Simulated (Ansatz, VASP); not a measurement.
# Cross-check of Te2Mo between VASP and Ansatz, part 2 of 2

Aim: how closely do two programs agree when they are given the same cell, functional and k mesh? The cell is taken from a series of runs on this material, whose earlier steps may have relaxed, scaled, displaced or heated it; both programs get it as it stands.

VASP 6.6.1 and Ansatz 0.2.0.

So far: The starting structure; VASP: G0W0 gap, PBE.

## 3. Ansatz: G0W0 gap, PBE

Level of this step: Ansatz beside VASP: Kohn-Sham DFT, plane waves, PBE (Ansatz).

Ansatz runs on its PAW soft_1 files.

The same cell, functional and mesh now go to Ansatz, which takes its cutoff from its data sets.

Contents of input.yaml:

```yaml
crystal:
  lattice:
    - [3.5182, 0.0, 0.0]
    - [-1.7591, 3.0468505756, 0.0]
    - [0.0, 0.0, 14.113336]
  atoms:
    - { symbol: Te, position: [0.3333333333, 0.6666666667, 0.6212835473] }
    - { symbol: Te, position: [0.6666666667, 0.3333333333, 0.1212835473] }
    - { symbol: Te, position: [0.3333333333, 0.6666666667, 0.8787164527] }
    - { symbol: Te, position: [0.6666666667, 0.3333333333, 0.3787164527] }
    - { symbol: Mo, position: [0.3333333333, 0.6666666667, 0.25] }
    - { symbol: Mo, position: [0.6666666667, 0.3333333333, 0.75] }
kpoints:
  mp_grid: { grid: [6, 6, 2] }
hamiltonian:
  xc: pbe
  pseudopotentials: { kind: paw, azcp: { folder: soft_1 } }
scf:
  occupations: { method: fixed }
gw:
  n_empty_bands: 563
  ecut_chi: 140
  qp_bands: [v2, c2]
  qp_kpoints: band_edges
  screening: { model: contour_deformation }
```

On the command line:

```console
> ansatz run input.yaml --threads 4 --pin off --max-ram 138240MiB --backend cuda --events-out ev --progress --plain --runs-dir out --devices 1 --max-vram 26GiB
```

Numbers of over 12 decimals in the logs are rounded to 6 here.

The program printed:

```text
GPUs: using 1 of 1 available (devices: 1).
Engine: ansatz 0.2.0, x86_64-unknown-linux-gnu
Pseudopotentials: kind: paw
Pseudopotential: Te, paw, valence charge 16, recommended cutoff 420 eV (normal), soft_1/Te.paw.azcp
Pseudopotential: Mo, paw, valence charge 14, recommended cutoff 420 eV (normal), soft_1/Mo.paw.azcp
Functional definition: PBE
  parameter kappa = 0.804
  parameter beta = 0.066725
  exchange = pbe_x(kappa = kappa, mu = beta*pi^2/3)
  correlation = pbe_c(beta = beta)
device memory: the entry about to start is reckoned to put 3.4 GiB on a device that reports 59.8 GiB free (of which the cap on the GPU budget leaves the run 26.0 GiB)
GPU FFT provider: cuFFT
GPU libraries: cuBLAS 13.8.2, cuFFT 12.4.0, cuSOLVER 12.3.4
Crystal: 6 atoms, lattice volume = 151.287 Å³
Basis set: ecut = 420 eV, 2969 PW (Γ)
Bands: 56, of which v1, the nominal top of the filled ones, is band 46 counted from 1 (45 counted from 0)
Symmetry: 24 space group operations
Space group: P63/mmc (ITA 194), of the structure as read, at distance tolerance 5.3e-5 Å
k-points: 14 of 72
Non-local potential: Te, projectors of the file, l = 0: 2, l = 1: 2, l = 2: 2, l = 3: 1
Non-local potential: Mo, projectors of the file, l = 0: 3, l = 1: 2, l = 2: 2, l = 3: 1
PAW form: soft (Blöchl's): semilocal exchange-correlation on the pseudo side does not see the compensation charge
PAW one-centre angular grid: Te, 590 points (default); XC on 64 Gauss nodes
PAW one-centre angular grid: Mo, 590 points (default); XC on 64 Gauss nodes
Initial density: superposition of atomic densities (chi_scale 0.1, normalization cell, long waves kept (reshape's long-wave potential 0.01 eV rms))
Initial wavefunctions: pseudopotential atomic-orbital guess
GPU buffer pool allocated for 55296 grid points (all kernels)
GPU transforms: local potential and band sums: pruned to the plane-wave sphere, on 24×24×96
Functional: x = pbe(κ = 0.804, μ = 0.219515), c = pbe(β = 0.066725)
SCF iter   1: F=—  HF=-37835.334768 eV  |F-HF|=—  |Δ(HF+E_count)|=         —  Δρ=5.49e-2  dr2=6.64e0  ethr=3.10e-3  ⟨swp⟩=5.0  Hψ=2539  notcnv=0  defer=94
preconditioner: auto → Resta (q_TF=auto, 2.511 Å⁻¹)  ε∞=6.4  [insulator: Δε(μ)=0.793 eV  Ē_g=7.805 eV  n_scr=52 (ndim 8)  ℏωp=18.1 eV  f_vac=0.009  ε∞_Penn≈6.4]
SCF iter   2: F=—  HF=-37834.238774 eV  |F-HF|=—  |Δ(HF+E_count)|=    1.10e0  Δρ=2.14e-2  dr2=2.67e0  ethr=3.10e-3  ⟨swp⟩=3.0  Hψ=1388  notcnv=0  defer=97
SCF iter   3: F=—  HF=-37833.968137 eV  |F-HF|=—  |Δ(HF+E_count)|=   2.71e-1  Δρ=1.40e-2  dr2=4.38e-1  ethr=2.90e-3  ⟨swp⟩=2.0  Hψ=871  notcnv=0  defer=88
SCF iter   4: F=—  HF=-37833.868004 eV  |F-HF|=—  |Δ(HF+E_count)|=   1.00e-1  Δρ=2.03e-3  dr2=8.19e-3  ethr=4.76e-4  ⟨swp⟩=2.3  Hψ=1077  notcnv=0  defer=103
SCF iter   5: F=—  HF=-37833.869140 eV  |F-HF|=—  |Δ(HF+E_count)|=   1.14e-3  Δρ=7.21e-4  dr2=1.32e-3  ethr=8.90e-6  ⟨swp⟩=2.1  Hψ=1157  notcnv=0  defer=110
SCF iter   6: F=—  HF=-37833.869390 eV  |F-HF|=—  |Δ(HF+E_count)|=   2.49e-4  Δρ=2.31e-4  dr2=1.56e-4  ethr=1.43e-6  ⟨swp⟩=2.0  Hψ=1014  notcnv=0  defer=110
SCF iter   7: F=—  HF=-37833.869455 eV  |F-HF|=—  |Δ(HF+E_count)|=   6.58e-5  Δρ=6.06e-5  dr2=6.82e-6  ethr=1.70e-7  ⟨swp⟩=2.0  Hψ=952  notcnv=0  defer=82
SCF iter   8: F=—  HF=-37833.869465 eV  |F-HF|=—  |Δ(HF+E_count)|=   9.14e-6  Δρ=1.89e-5  dr2=6.37e-7  ethr=7.41e-9  ⟨swp⟩=2.7  Hψ=1366  notcnv=0  defer=40
SCF iter   9: F=-37833.869465 eV  HF=-37833.869465 eV  |F-HF|=1.42e-8  |Δ(HF+E_count)|=   6.03e-7  Δρ=5.25e-6  dr2=3.61e-8  ethr=1.09e-10  ⟨swp⟩=11.3  Hψ=3124  notcnv=0
SCF 1 converged in 9 iterations: F = -37833.869465 eV  dr2 = 3.61e-8
  greatest PAW one-centre occupation: 0.999 electrons in one spin orbital (limit 2), on the Mo atom at site 5 (counted from 0), in its partial waves of l = 0
device memory: the entry about to start is reckoned to put 4.3 GiB (of the 4.4 GiB reckoned in all, the device holds 0.1 GiB already) on a device that reports 70.1 GiB free (of which the cap on the GPU budget leaves the run 26.0 GiB)
NSCF: frozen V_eff on 14 k-points
the band table was solved once the SCF had ended and its energy, with any forces and stress, was formed, with the checks that follow a solve (3216 applications of the Hamiltonian). They found nothing against the state; the energy, forces and stress were not computed again (output.eigenvalues in the input reference)
device memory: the entry about to start is reckoned to put 7.4 GiB on a device that reports 70.2 GiB free (of which the cap on the GPU budget leaves the run 26.0 GiB)
NSCF: frozen V_eff on 14 k-points
G₀W₀ screening: q 1/14
[... further progress lines ...]
SCF converged after 9 iterations
Free energy (F): -37833.869465 eV
Harris-Foulkes:  -37833.869465 eV  (|F-HF|=1.42e-8)
Internal energy: -37833.869465 eV  (E = F + TS)
E sigma→0 (E₀):  -37833.869465 eV
Fermi energy:    12.233537 eV
--- Per-component energies (eV) ---
  E_band       = -1160.119303
  E_kinetic    = 1535.502862
  E_local      = -8925.506011  (includes V_loc(G=0)·N_el)
  E_nonlocal   = 564.891370
  E_hartree    = 4210.344709
  E_xc         = -842.282454
  E_vxc        = -847.348721  (∫ρ·V_xc dr)
  E_paw        = -25112.053744  (= ΣΔE_a)
  E_vpaw       = -1908.346836  (= ΣTr[D̂ρ^β])
  E_aug_tail   = 0.000467  (compensation charges beyond the density's cutoff)
  E_ewald      = -9264.766664
  E_smearing   = -0.000000  (= −TS)
  E_closure    = -0.000000  (closes the sum)
  Σ components = -37833.869465   (vs F -37833.869465, Δ=0.00e0)
--- Band table (eV; the first three rows and the last of 14) ---
  k-point 0: bands = [... 42 lower, 11.3157, 11.3157, 11.8530, 12.2311, 15.1936, 15.1936, 15.3187, 15.3187, ... 6 higher]
  k-point 1: bands = [... 42 lower, 11.2997, 11.2997, 12.1382, 12.1382, 15.2298, 15.2298, 15.2298, 15.2298, ... 6 higher]
  k-point 2: bands = [... 42 lower, 11.0731, 11.2933, 11.8238, 11.9492, 14.0602, 14.3414, 14.3471, 14.5966, ... 6 higher]
  k-point 13: bands = [... 42 lower, 10.2846, 10.2846, 12.0984, 12.0984, 13.2979, 13.2979, 13.8852, 13.8852, ... 6 higher]
--- G₀W₀: contour deformation, 7 samples at zero and on the imaginary axis and 1 off it, 72 q-points, 563 empty bands' worth ---
  eigenvalues of the whole cell's RPA ε∞ on this k-mesh (on a slab, of 1 + 4πα/V) = 10.3489, 19.4971, 19.4971; static W/v taken at q = 0 is 0.054080
  bands read: the sum over 609 bands ends inside a degenerate multiplet in 7 slots, whose members it reads at an even weight; the widest, k=1: bands 607 to 610 (counted from 1) at 3/4 each
  gw.qp_kpoints: band_edges: 13 of 14 stored k-points solved, in 1 pass; an edge of the gap read off the rows below is read off those points alone
    valence top: of the k-points left out ik 5 came nearest to being solved in a further pass, in band 46 (counted from 1, as in the quasiparticle table): it holds the edge there only if its correction is more favourable than any solved in that band by at least 0.720 eV; those differ by 0.481 eV
    conduction bottom: of the k-points left out ik 5 came nearest to being solved in a further pass, in band 47 (counted from 1, as in the quasiparticle table): it holds the edge there only if its correction is more favourable than any solved in that band by at least 0.459 eV; those differ by 0.297 eV
    ik  band        ε_KS         Σx   Σc(E_QP)       V_xc       Z   E_QP_lin       E_QP  E_QP is
     0    45     11.8530   -16.2007     1.1047   -14.6192  0.7639    11.3714    11.3762  root
     0    46     12.2311   -18.8169     0.3079   -18.4817  0.7216    12.2038    12.2038  root
     0    47     15.1936   -12.5959    -4.1314   -16.8023  0.7265    15.2688    15.2686  root
     0    48     15.1936   -12.5959    -4.1314   -16.8023  0.7265    15.2688    15.2686  root
     1    45     12.1382   -18.2242     0.5083   -17.5962  0.7302    12.0182    12.0185  root
     1    46     12.1382   -18.2242     0.5083   -17.5962  0.7302    12.0182    12.0185  root
     1    47     15.2298   -12.5745    -4.1570   -16.7983  0.7244    15.2967    15.2965  root
     1    48     15.2298   -12.5745    -4.1570   -16.7983  0.7244    15.2967    15.2965  root
     2    45     11.8238   -18.6576     0.6018   -18.0128  0.7191    11.7806    11.7807  root
     2    46     11.9492   -16.2696     1.0055   -14.8102  0.7653    11.4913    11.4953  root
     2    47     14.0602   -13.0373    -4.0385   -17.1911  0.7259    14.1759    14.1754  root
     2    48     14.3414   -13.5358    -4.1134   -17.8623  0.7384    14.5557    14.5545  root
     3    45     11.8591   -17.9220     0.7235   -17.0326  0.7330    11.6927    11.6932  root
     3    46     11.8591   -17.9220     0.7235   -17.0326  0.7330    11.6927    11.6932  root
     3    47     14.2151   -13.2436    -4.0795   -17.4573  0.7250    14.3499    14.3494  root
     3    48     14.2151   -13.2436    -4.0795   -17.4573  0.7250    14.3499    14.3494  root
     4    45     11.4425   -17.8534     1.0949   -16.5444  0.7296    11.2271    11.2284  root
     4    46     11.5792   -18.1902     0.9617   -17.0584  0.7290    11.4085    11.4092  root
     4    47     13.3927   -13.9992    -4.0385   -18.2755  0.7174    13.6318    13.6305  root
     4    48     13.7953   -14.3895    -3.9556   -18.5500  0.7147    14.0015    14.0002  root
     6    45     11.7321   -16.4863     0.9934   -15.1177  0.7534    11.3537    11.3568  root
     6    46     12.0035   -16.9221     0.8453   -15.7396  0.7549    11.6641    11.6662  root
     6    47     13.5771   -16.0926    -4.2157   -20.6718  0.6964    13.9444    13.9406  root
     6    48     13.6303   -15.8446    -4.2518   -20.4413  0.6975    13.9789    13.9753  root
[...]
12    45     12.0069   -17.8415     0.3125   -17.5217  0.7139    11.9996    11.9996  root
    12    46     12.2335   -18.5290     0.1432   -18.4128  0.7136    12.2605    12.2605  root
    12    47     13.2907   -15.3395    -4.0276   -19.6669  0.7052    13.5926    13.5905  root
    12    48     13.2907   -15.3395    -4.0276   -19.6669  0.7052    13.5926    13.5905  root
    13    45     12.0984   -18.0512     0.2242   -17.8339  0.7144    12.1053    12.1053  root
    13    46     12.0984   -18.0512     0.2242   -17.8339  0.7144    12.1053    12.1053  root
    13    47     13.2979   -15.3379    -4.0313   -19.6677  0.7053    13.5984    13.5963  root
    13    48     13.2979   -15.3379    -4.0313   -19.6677  0.7053    13.5984    13.5963  root
```

Reading the cycles: dr2 is the Hartree energy of the density residual (eV), the measure of convergence; HF is the Harris–Foulkes estimate of the energy, which meets the free energy F at convergence.

## 4. Side by side

Known differences besides the potentials themselves: fixed occupations in Ansatz, narrow Gaussian smearing in VASP; the data sets hold 92 valence electrons in Ansatz (on its PAW soft_1 files) and 52 in VASP; the cutoff is 420 eV in Ansatz and 370 eV in VASP; Ansatz integrates over frequency by contour deformation, VASP on a grid of NOMEGA points; Ansatz's G0W0 levels solve the quasiparticle equation, VASP's are linearised. Total energies have different zeros and are not compared.

Both answers:

```csv
quantity,Ansatz,VASP,difference
G0W0 gap on the mesh (eV),0.99,1.07,-0.08
Kohn-Sham gap under it (eV),0.87,0.86,0.00
```

VASP's log warns that its frequency grid doesn't suit quasiparticle energies on this mesh.

## 5. Outcome

| Property | Result |
| --- | --- |
| difference in G0W0 gap on the mesh (G0W0 gap, PBE) | -0.080 eV |

The difference in G0W0 gap on the mesh is -0.080 eV (G0W0 gap, PBE). The data sets hold unlike numbers of valence electrons (92 in Ansatz and 52 in VASP), so part of the differences comes from the potentials. Such differences can come from data sets, numerical settings and the points named under the comparisons, not from the functional's error against experiment.

[Lines on the potential files, build, host, timing and source positions are cut from VASP's logs without a mark.]

[Logs are printed without paths, hosts, clocks, repeated set-up lines and the standing remarks that a program may print on its own settings, such as how far it seeks lower states.]

[Hosts, paths, dates, database ids (printed as entryN), source tags and the programs' standing remarks are cut or masked in the printed files.]
